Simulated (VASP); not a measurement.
Level of theory: revPBE GGA, VASP's PBE PAW potentials (set 64) (plane waves; VASP).

Input for VASP

**INCAR**
```
ALGO  =  Normal
EDIFF  =  1E-7
ENCUT  =  520
GGA  =  RE
ISIF  =  2
ISMEAR  =  0
LASPH  =  .TRUE.
LCHARG  =  .FALSE.
LREAL  =  .FALSE.
LWAVE  =  .FALSE.
NELM  =  100
PREC  =  Accurate
SIGMA  =  0.05
SYSTEM  =  NaCl
```

### POSCAR
```
NaCl
1
    0.0000000000     2.9108811550     2.9108811550
    2.9108811550     0.0000000000     2.9108811550
    2.9108811550     2.9108811550     0.0000000000
Na Cl
1 1
Direct
  0.0000000000   0.0000000000   0.0000000000
  0.5000000000   0.5000000000   0.5000000000
```

KPOINTS:
```
Regular mesh
0
gamma
 8 8 8
0 0 0
```

POTCAR, in this order: Na_pv Cl (PBE.64 set). Program: vasp_std.

Output of the run:

**OSZICAR**
```
       N       E                     dE             d eps       ncg     rms          rms(c)
DAV:   1     0.956115517280E+02    0.95612E+02   -0.73629E+03   641   0.127E+03
DAV:   2     0.138971191053E+01   -0.94222E+02   -0.88691E+02   757   0.269E+02
DAV:   3    -0.650711151853E+01   -0.78968E+01   -0.78549E+01   773   0.792E+01
DAV:   4    -0.666289804487E+01   -0.15579E+00   -0.15563E+00   743   0.127E+01
DAV:   5    -0.666688366975E+01   -0.39856E-02   -0.39853E-02   787   0.195E+00    0.237E+00
DAV:   6    -0.644947389686E+01    0.21741E+00   -0.45696E-01   737   0.405E+00    0.184E+00
DAV:   7    -0.644403346894E+01    0.54404E-02   -0.11741E-01   740   0.222E+00    0.120E+00
DAV:   8    -0.645746192275E+01   -0.13428E-01   -0.19979E-02   647   0.138E+00    0.238E-01
DAV:   9    -0.645754848932E+01   -0.86567E-04   -0.31841E-04   779   0.179E-01    0.145E-01
DAV:  10    -0.645805410821E+01   -0.50562E-03   -0.10439E-03   647   0.273E-01    0.788E-02
DAV:  11    -0.645804311859E+01    0.10990E-04   -0.25108E-05   798   0.525E-02    0.125E-02
DAV:  12    -0.645804640375E+01   -0.32852E-05   -0.46917E-06   665   0.238E-02    0.161E-03
DAV:  13    -0.645804751326E+01   -0.11095E-05   -0.14513E-06   671   0.104E-02    0.311E-03
DAV:  14    -0.645804729519E+01    0.21808E-06   -0.72983E-08   729   0.184E-03    0.916E-04
DAV:  15    -0.645804729880E+01   -0.36164E-08   -0.26878E-09   367   0.586E-04
   1 F= -.64580473E+01 E0= -.64580473E+01  d E =-.643467E-12
```

File OUTCAR:
```
------------------------ aborting loop because EDIFF is reached ----------------------------------------
  FORCE on cell =-STRESS in cart. coord.  units (eV):
  Direction    XX          YY          ZZ          XY          YZ          ZX
  --------------------------------------------------------------------------------------
  Total        0.0036401      0.0036401      0.0036401      0.0000000     -0.0000000     -0.0000000
  in kB        0.1182282      0.1182282      0.1182282      0.0000000     -0.0000000     -0.0000000
  external PRESSURE =       0.1182282 kB  Pullay stress =       0.0000000 kB
  volume of cell :       49.33
      direct lattice vectors                 reciprocal lattice vectors
     0.000000000  2.910881155  2.910881155    -0.171769294  0.171769294  0.171769294
     2.910881155  0.000000000  2.910881155     0.171769294 -0.171769294  0.171769294
     2.910881155  2.910881155  0.000000000     0.171769294  0.171769294 -0.171769294
  FREE ENERGIE OF THE ION-ELECTRON SYSTEM (eV)
  ---------------------------------------------------
  free  energy   TOTEN  =        -6.4580472988 eV

  energy  without entropy=       -6.4580472988  energy(sigma->0) =       -6.45804730
```
(Selected blocks of OUTCAR.)

OUTCAR:
```
 val. band max:       -1.1354579342   @ k =   0.0000   0.0000   0.0000

 cond. band min:       3.9123168891   @ k =   0.0000   0.0000   0.0000


 Fermi energy:        -0.9153667032

 k-point     1 :       0.0000    0.0000    0.0000
  band No.  band energies     occupation
      1     -22.1829      2.00000
      2     -22.1829      2.00000
      3     -22.1829      2.00000
      4     -13.5888      2.00000
      5      -1.1355      2.00000
      6      -1.1355      2.00000
      7      -1.1355      2.00000
      8       3.9123      0.00000
      9      10.0221      0.00000
     10      10.0221      0.00000
     11      10.0221      0.00000

 k-point     2 :       0.1250    0.0000    0.0000
  band No.  band energies     occupation
      1     -22.1855      2.00000
      2     -22.1831      2.00000
      3     -22.1831      2.00000
      4     -13.5542      2.00000
      5      -1.4366      2.00000
      6      -1.1677      2.00000
      7      -1.1677      2.00000
      8       4.3574      0.00000
      9       9.4962      0.00000
     10      10.1893      0.00000
     11      10.1893      0.00000

 k-point     3 :       0.2500    0.0000    0.0000
  band No.  band energies     occupation
      1     -22.1917      2.00000
      2     -22.1836      2.00000
      3     -22.1836      2.00000
      4     -13.4688      2.00000
      5      -2.0420      2.00000
      6      -1.2437      2.00000
      7      -1.2437      2.00000
      8       5.3004      0.00000
      9       8.8510      0.00000
     10      10.2149      0.00000
     11      10.2149      0.00000

 k-point     4 :       0.3750    0.0000    0.0000
  band No.  band energies     occupation
      1     -22.1979      2.00000
      2     -22.1841      2.00000
      3     -22.1841      2.00000
      4     -13.3806      2.00000
      5      -2.5464      2.00000
      6      -1.3168      2.00000
      7      -1.3168      2.00000
      8       6.0189      0.00000
      9       8.7956      0.00000
...
```

The compound is NaCl in the rock salt structure. It was relaxed first, which changed the volume by +10 %.
